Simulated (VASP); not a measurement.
Computed with PBEsol GGA, VASP's PBE PAW potentials (set 64) (plane waves; VASP 6.6.1).

VASP input:

**KPOINTS**
```
Automatic mesh
0
Gamma
10 10 6
0 0 0
```

**POSCAR**
```
Y
1.0
  1.8250000000  -3.1609930000   0.0000000000
  1.8250000000   3.1609930000   0.0000000000
  0.0000000000   0.0000000000   5.7300000000
Y
2
Cart
  1.8250000000   1.0536664407   1.4325000000
  1.8250000000  -1.0536664407   4.2975000000
```

### INCAR
```
ENCUT  =  400   ! plane-wave cut-off (eV)
IBRION  =  2
ISIF  =  3   ! ions, shape and volume
EDIFFG  =  -0.01
NELM  =  100
NSW  =  60   ! most ionic steps
LASPH  =  .True.   ! aspherical one-centre terms
PREC  =  Accurate
GGA  =  PS   ! PBEsol
LWAVE  =  .False.
EDIFF  =  1E-6   ! SCF stop (eV)
ISMEAR  =  1
SYSTEM  =  Y
ALGO  =  Normal
SIGMA  =  0.1   ! width (eV)
LMAXMIX  =  4   ! l cut-off of mixed one-centre charges
LCHARG  =  .False.
LREAL  =  .False.   ! projection in real space or not
```

POTCAR, in this order: Y_sv (PBE.64 set). Program: vasp_std.

Energy and stress use the plane-wave basis of the starting cell.

Problem. Predict the energy per atom (σ→0), volume per atom, band gap (on the k-mesh).

Solution. 
```json
{
 "energy per atom (σ→0)": "-6.824 eV/atom",
 "band gap (on the k-mesh)": "none (metal, semimetal or under 0.01 eV)",
 "volume_per_atom": "31.19 Å³/atom"
}
```

**OSZICAR**
```
...
       N       E                     dE             d eps       ncg     rms          rms(c)
DAV:   1    -0.136475779430E+02   -0.15351E-02   -0.79793E-02  1680   0.229E+00    0.212E-01
DAV:   2    -0.136465858427E+02    0.99210E-03   -0.24658E-03  1827   0.361E-01    0.113E-01
DAV:   3    -0.136461755230E+02    0.41032E-03   -0.12754E-03  2114   0.264E-01    0.662E-02
DAV:   4    -0.136461822803E+02   -0.67573E-05   -0.46278E-05  2055   0.495E-02    0.320E-02
DAV:   5    -0.136461788600E+02    0.34203E-05   -0.16142E-05  2198   0.280E-02    0.697E-03
DAV:   6    -0.136461790868E+02   -0.22682E-06   -0.63352E-07   924   0.587E-03
   5 F= -.13646179E+02 E0= -.13647130E+02  d E =-.809051E-03
```

The compound is Y in the hcp structure. This run relaxes it. Symmetry was kept, so distortions that lower it aren't found.
